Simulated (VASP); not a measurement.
An input for Ansatz (written as the equivalent of a VASP run, and not itself run):

Ansatz 0.2 input:
```yaml
crystal:
  lattice:
    - [2.8181801, 0.0000000, 0.0000000]
    - [0.0000000, 2.8181801, 0.0000000]
    - [0.0000000, 0.0000000, 2.8181801]
  atoms:
    - { symbol: Al, position: [0.5000000, 0.5000000, 0.5000000] }
    - { symbol: Fe, position: [0.0000000, 0.0000000, 0.0000000] }
kpoints:
  mp_grid: { grid: [13, 13, 13] }
hamiltonian:
  xc: pbesol
  pseudopotentials: { kind: paw }
scf:
  occupations: { method: methfessel_paxton, width: 0.1 }
  max_iter: 100
relax:
  max_steps: 40
  f_tol: 0.02
  cell: { p_target: 5 }
output: { forces: true, stress: true, eigenvalues: true }
```

**Question.** Translate this input to VASP (INCAR, KPOINTS, POSCAR, choice of POTCAR).

**Answer.** One answer among several that fit: 
File KPOINTS:
```
Automatic mesh
0
Gamma
13 13 13
0 0 0
```

**POSCAR**
```
FeAl
1.0
  2.8181800527   0.0000000000   0.0000000000
  0.0000000000   2.8181800527   0.0000000000
  0.0000000000   0.0000000000   2.8181800527
Al Fe
1 1
Cart
  1.4090900263   1.4090900263   1.4090900263
  0.0000000000   0.0000000000   0.0000000000
```

### INCAR
```
SYSTEM = FeAl
PREC = Accurate
ENCUT = 500
EDIFF = 1E-6
NELM = 100
ALGO = Normal
LREAL = .FALSE.
LASPH = .TRUE.
ISMEAR = 1
SIGMA = 0.1
GGA = PS
LMAXMIX = 4
LWAVE = .FALSE.
LCHARG = .FALSE.
IBRION = 2
ISIF = 3
NSW = 40
EDIFFG = -0.02
PSTRESS = 50
```

POTCAR, in this order: Al Fe (PBE.64 set). Program: vasp_std.

What does not carry over: each code has its own PAW files, so the cut-off isn't converted (ENCUT is set for VASP's; basis.ecutwfc is left out, and Ansatz then takes the one that its files recommend); Ansatz stops its SCF on the density residual and VASP on the energy change (EDIFF).

The compound is FeAl in the CsCl type structure. It was relaxed first under an external pressure of 5 GPa.
